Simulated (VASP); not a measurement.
# InAg3: convergence with the plane-wave cutoff and PAW data sets

A convergence test on InAg3: the plane-wave cutoff and PAW data sets. The series runs use PBEsol. The plane-wave cutoff tried: ENCUT = 150; ENCUT = 190; ENCUT = 220; ENCUT = 250; ENCUT = 290; ENCUT = 320; ENCUT = 400; ENCUT = 500. The PAW data sets tried: minimal 64: In Ag; recommended 64: In_d Ag; recommended 54: In_d Ag; semicore 64: In_d Ag_pv; gw 64: In_d_GW Ag_sv_GW. The start is a cell from a database of measured crystal structures.

Method: PBEsol; plane waves and PAW (In_d, Ag), in the first sound run; inputs show where later runs differ, in VASP 6.6.1.

This is a report of a sequence of runs, with most program output left out.

## 1. The starting structure

Symmetry: Pm-3m, No. 221, cubic system. The conventional cell has a = 4.144 Å, b = 4.144 Å, c = 4.144 Å, α = 90.00°, β = 90.00°, γ = 90.00°. In has 12 Ag at 2.93 Å nearest. Nearest to Ag lie 4 In at 2.93 Å and 8 Ag at 2.93 Å. Farther neighbours are not listed.

Coordinates:

```
In Ag
1.0
     4.14400    0.00000    0.00000
     0.00000    4.14400    0.00000
     0.00000    0.00000    4.14400
In Ag
1 3
Direct
  0.00000 0.00000 0.00000
  0.00000 0.50000 0.50000
  0.50000 0.00000 0.50000
  0.50000 0.50000 0.00000
```

## 2. Plane-wave cutoff: ENCUT = 150

The basis grows with ENCUT, and energy and stress both move with it. PBEsol restores the gradient expansion of exchange and is tuned for the cells of solids.

INCAR reads:

```
SYSTEM = InAg3
PREC = Accurate
ENCUT = 150
EDIFF = 1E-06
NELM = 100
ISMEAR = -1
SIGMA = 0.05
LREAL = .FALSE.
ALGO = Normal
GGA = PS
NBANDS = 29
LASPH = .TRUE.
LORBIT = 11
LWAVE = .FALSE.
LCHARG = .FALSE.
KPAR = 4
ISIF = 2
```

POSCAR reads:

```
InAg3
1.0
    4.1440000000      0.0000000000      0.0000000000
    0.0000000000      4.1440000000      0.0000000000
    0.0000000000      0.0000000000      4.1440000000
In Ag
1 3
Direct
    0.0000000000      0.0000000000      0.0000000000
    0.0000000000      0.5000000000      0.5000000000
    0.5000000000      0.0000000000      0.5000000000
    0.5000000000      0.5000000000      0.0000000000
```

KPOINTS reads:

```
Automatic mesh
0
Gamma
7 7 7
0 0 0
```

Potentials, in the order of the species: In_d and Ag (PBE family, release 64).

Run with:

```console
mpirun -np 4 vasp_std
```

The job ended after 4.4 s (4 MPI ranks of Intel Xeon Platinum 8488C (Sapphire Rapids), shared host; peak memory 0.46 GiB; 14 s of CPU time).

The k-mesh is coarse for a metal. The PAW data sets were made with PBE, which is usual practice but a small mismatch for other functionals.

Numbers from this step:

| Property | Result |
| --- | --- |
| SCF cycles | 12 |
| electrons | 46 |
| bands | 29 |
| irreducible k-points | 20 |
| symmetry operations | 48 |
| free energy (TOTEN) | -2.835 eV |
| energy at zero smearing | -2.832 eV |
| Fermi energy | 9.056 eV |
| pressure | -360.3 GPa |
| metallic | yes |

The series starts at -0.7081 eV an atom and -360.30 GPa, after 12 cycles in 4.4 s.

## 3. Plane-wave cutoff: ENCUT = 190

Changes to INCAR since step 2:

```diff
@@ -2,3 +2,3 @@
 PREC = Accurate
-ENCUT = 150
+ENCUT = 190
 EDIFF = 1E-06
```

POSCAR is that of step 2.

KPOINTS is that of step 2.

Run with:

```console
mpirun -np 4 vasp_std
```

It took 5.8 s on 4 MPI ranks; peak memory 0.5 GiB; 19 s of CPU time.

Against the run before the energy moves by -2391.09 meV an atom and the pressure by +287.41 GPa, after 13 cycles in 5.8 s.

## 4. Plane-wave cutoff: ENCUT = 220

Changes to INCAR since step 3:

```diff
@@ -2,3 +2,3 @@
 PREC = Accurate
-ENCUT = 190
+ENCUT = 220
 EDIFF = 1E-06
```

POSCAR is that of step 3.

KPOINTS is that of step 3.

Run with:

```console
mpirun -np 4 vasp_std
```

The job ended after 5.8 s (4 MPI ranks; peak memory 0.5 GiB; 19 s of CPU time).

Against the run before the energy moves by -144.82 meV an atom and the pressure by +54.71 GPa, after 12 cycles in 5.8 s.

## 5. Plane-wave cutoff: ENCUT = 250

Changes to INCAR since step 4:

```diff
@@ -2,3 +2,3 @@
 PREC = Accurate
-ENCUT = 220
+ENCUT = 250
 EDIFF = 1E-06
```

POSCAR is that of step 4.

KPOINTS is that of step 4.

Run with:

```console
mpirun -np 4 vasp_std
```

Run time: 6.6 s. Hardware: 4 MPI ranks; peak memory 0.53 GiB; 23 s of CPU time.

Against the run before the energy moves by -54.71 meV an atom and the pressure by +15.33 GPa, after 12 cycles in 6.6 s.

## 6. Plane-wave cutoff: ENCUT = 290

Changes to INCAR since step 5:

```diff
@@ -2,3 +2,3 @@
 PREC = Accurate
-ENCUT = 250
+ENCUT = 290
 EDIFF = 1E-06
```

POSCAR is that of step 5.

KPOINTS is that of step 5.

Run with:

```console
mpirun -np 4 vasp_std
```

Elapsed: 6.2 s, on 4 MPI ranks; peak memory 0.54 GiB.

Against the run before the energy moves by -5.46 meV an atom and the pressure by +2.23 GPa, after 12 cycles in 6.2 s.

## 7. Plane-wave cutoff: ENCUT = 320

Changes to INCAR since step 6:

```diff
@@ -2,3 +2,3 @@
 PREC = Accurate
-ENCUT = 290
+ENCUT = 320
 EDIFF = 1E-06
```

POSCAR is that of step 6.

KPOINTS is that of step 6.

Run with:

```console
mpirun -np 4 vasp_std
```

It took 7.2 s on 4 MPI ranks; peak memory 0.55 GiB; 25 s of CPU time.

Against the run before the energy moves by +2.91 meV an atom and the pressure by -0.57 GPa, after 13 cycles in 7.2 s.

## 8. Plane-wave cutoff: ENCUT = 400

Changes to INCAR since step 7:

```diff
@@ -2,3 +2,3 @@
 PREC = Accurate
-ENCUT = 320
+ENCUT = 400
 EDIFF = 1E-06
```

POSCAR is that of step 7.

KPOINTS is that of step 7.

Run with:

```console
mpirun -np 4 vasp_std
```

Elapsed: 12 s, on 4 MPI ranks; peak memory 0.64 GiB; 45 s of CPU time.

Against the run before the energy moves by +5.21 meV an atom and the pressure by +0.43 GPa, after 13 cycles in 12 s.

## 9. Plane-wave cutoff: ENCUT = 500

Changes to INCAR since step 8:

```diff
@@ -2,3 +2,3 @@
 PREC = Accurate
-ENCUT = 400
+ENCUT = 500
 EDIFF = 1E-06
```

POSCAR is that of step 8.

KPOINTS is that of step 8.

Run with:

```console
mpirun -np 4 vasp_std
```

It took 17 s on 4 MPI ranks; peak memory 0.71 GiB.

Against the run before the energy moves by +0.13 meV an atom and the pressure by +0.27 GPa, after 13 cycles in 17 s.

## 10. The plane-wave cutoff series as a table

This step: convergence of PBEsol results with the cutoff; plane waves and PAW (VASP 6.6.1).

No new run; the numbers come from the runs before.

Differences are taken from the run with ENCUT = 500. Results of the series, by row:

```
    setting     status  energy less the reference (meV/atom)  pressure (GPa)  SCF cycles  wall time (s)
ENCUT = 150  converged                                  2588          -360.3          12            4.4
ENCUT = 190  converged                                 196.7          -72.89          13            5.8
ENCUT = 220  converged                                 51.93          -18.18          12            5.8
ENCUT = 250  converged                                -2.781          -2.844          12            6.6
ENCUT = 290  converged                                -8.242         -0.6132          12            6.2
ENCUT = 320  converged                                -5.336          -1.186          13            7.2
ENCUT = 400  converged                               -0.1263         -0.7599          13           12.4
ENCUT = 500  converged                                     0         -0.4934          13           16.6
```

## 11. PAW data sets: minimal 64: In Ag

This step: PBEsol; plane waves and PAW (In, Ag) (VASP 6.6.1).

Data sets differ in which electrons are valence and how hard the partial waves are.

Changes to INCAR since step 9:

```diff
@@ -2,3 +2,3 @@
 PREC = Accurate
-ENCUT = 500
+ENCUT = 400
 EDIFF = 1E-06
@@ -10,3 +10,3 @@
 GGA = PS
-NBANDS = 29
+NBANDS = 24
 LASPH = .TRUE.
```

POSCAR is that of step 9.

KPOINTS is that of step 9.

PAW data sets: In and Ag (PBE family, release 64).

Run with:

```console
mpirun -np 4 vasp_std
```

The job ended after 7.8 s (4 MPI ranks; peak memory 0.64 GiB).

The data set In keeps the semicore shell frozen, which is cheaper and a little less accurate.

Numbers from this step:

```yaml
scf_cycles: 12
electrons: 36
bands: 24
free_energy_toten: -13.21 eV
energy_at_zero_smearing: -13.21 eV
fermi_energy: 8.246 eV
pressure: -0.7443 GPa
```

The series starts at -3.3022 eV an atom and -0.74 GPa, after 12 cycles in 7.8 s.

## 12. PAW data sets: recommended 64: In d Ag

This step: PBEsol; plane waves and PAW (In_d, Ag) (VASP 6.6.1).

Changes to INCAR since step 11:

```diff
@@ -10,3 +10,3 @@
 GGA = PS
-NBANDS = 24
+NBANDS = 29
 LASPH = .TRUE.
```

POSCAR is that of step 11.

KPOINTS is that of step 11.

Potentials, in the order of the species: In_d and Ag (PBE family, release 64).

Run with:

```console
mpirun -np 4 vasp_std
```

Run time: 11 s. Hardware: 4 MPI ranks; peak memory 0.63 GiB.

With 46 valence electrons the pressure is -0.76 GPa, -0.02 GPa from the first of the series, after 13 cycles in 11 s.

## 13. PAW data sets: recommended 54: In d Ag

INCAR is that of step 12.

POSCAR is that of step 12.

KPOINTS is that of step 12.

The projector-augmented-wave data sets are In_d and Ag (PBE family, release 54).

Run with:

```console
mpirun -np 4 vasp_std
```

Wall time 12 s (4 MPI ranks); peak memory 0.64 GiB; 44 s of CPU time.

With 46 valence electrons the pressure is -0.76 GPa, -0.02 GPa from the first of the series, after 13 cycles in 12 s.

## 14. PAW data sets: semicore 64: In d Ag pv

This step: PBEsol; plane waves and PAW (In_d, Ag_pv) (VASP 6.6.1).

Changes to INCAR since step 13:

```diff
@@ -10,3 +10,3 @@
 GGA = PS
-NBANDS = 29
+NBANDS = 39
 LASPH = .TRUE.
```

POSCAR is that of step 13.

KPOINTS is that of step 13.

PAW data sets: In_d and Ag_pv (PBE family, release 64).

Run with:

```console
mpirun -np 4 vasp_std
```

The job ended after 13 s (4 MPI ranks; peak memory 0.66 GiB; 47 s of CPU time).

With 64 valence electrons the pressure is -1.44 GPa, -0.69 GPa from the first of the series, after 12 cycles in 13 s.

## 15. PAW data sets: GW 64: In d GW Ag sv GW

This step: PBEsol; plane waves and PAW (In_d_GW, Ag_sv_GW) (VASP 6.6.1).

Changes to INCAR since step 14:

```diff
@@ -2,3 +2,3 @@
 PREC = Accurate
-ENCUT = 400
+ENCUT = 470
 EDIFF = 1E-06
@@ -10,3 +10,3 @@
 GGA = PS
-NBANDS = 39
+NBANDS = 43
 LASPH = .TRUE.
```

POSCAR is that of step 14.

KPOINTS is that of step 14.

The projector-augmented-wave data sets are In_d_GW and Ag_sv_GW (PBE family, release 64).

Run with:

```console
mpirun -np 4 vasp_std
```

Run time: 31 s. Hardware: 4 MPI ranks; peak memory 0.84 GiB.

With 70 valence electrons the pressure is -2.96 GPa, -2.22 GPa from the first of the series, after 14 cycles in 31 s.

## 16. The PAW data sets series as a table

This step: convergence of PBEsol results with the datasets; plane waves and PAW (VASP 6.6.1).

This step runs nothing: it gathers the runs above.

Results of the series, by row:

```
                        setting     status  pressure (GPa)  SCF cycles  wall time (s)
      minimal 64: In Ag, 400 eV  converged         -0.7443          12            7.8
recommended 64: In_d Ag, 400 eV  converged         -0.7599          13           11.4
recommended 54: In_d Ag, 400 eV  converged         -0.7599          13             12
semicore 64: In_d Ag_pv, 400 eV  converged          -1.439          12           12.8
gw 64: In_d_GW Ag_sv_GW, 470 eV  converged           -2.96          14             31
```

## 17. Outcome

```yaml
plane_wave_cutoff_from_which_the_energy_stays_within_10_mev_atom_of_the_reference: ENCUT = 250
plane_wave_cutoff_from_which_the_energy_stays_within_1_mev_atom_of_the_reference: ENCUT = 400
plane_wave_cutoff_from_which_the_pressure_stays_within_0p2_gpa_of_the_reference: none before the reference itself
spread_of_the_pressure_over_the_plane_wave_cutoff: 360 GPa
spread_of_the_energy_over_the_plane_wave_cutoff: 2596 meV/atom
spread_of_the_pressure_over_the_paw_data_sets: 2.22 GPa
```

**Reading.** From ENCUT = 400 on, the energy stays within 1 meV an atom of the reference, at 75 % of its time. The pressure doesn't settle within 0.2 GPa before the reference. These cutoffs are 0.6 to 2 times the default of the data sets, about 250 eV; at the default the run is off by -2.8 meV an atom, -2.35 GPa, and at 1.3 times by -5.3 meV an atom, -0.69 GPa. Energy differences between like cells converge faster than these totals. The choice of data set moves the pressure between -2.96 GPa (gw 64: In_d_GW Ag_sv_GW) and -0.74 GPa (minimal 64: In Ag); the cutoffs differ too (400 and 470 eV). Differences are taken from the run with ENCUT = 500, which is itself not the exact limit. Data sets differ in their zero of energy, so energies are not compared. Forces vanish by symmetry in this cell, so the series can't test them. The runs at ENCUT = 150; ENCUT = 190; ENCUT = 220; ENCUT = 250 are over 30 meV an atom or 2 GPa off and describe the material poorly.

[Lines on the potential files, build, host, timing and source positions are cut from VASP's logs without a mark.]

[Logs are printed without paths, hosts, clocks, repeated set-up lines and the standing remarks that a program may print on its own settings, such as how far it seeks lower states.]

[Hosts, paths, dates, database ids (printed as entryN), source tags and the programs' standing remarks are cut or masked in the printed files.]

[A measured line is paired with the nearest computed mode of its activity, which favours agreement.]
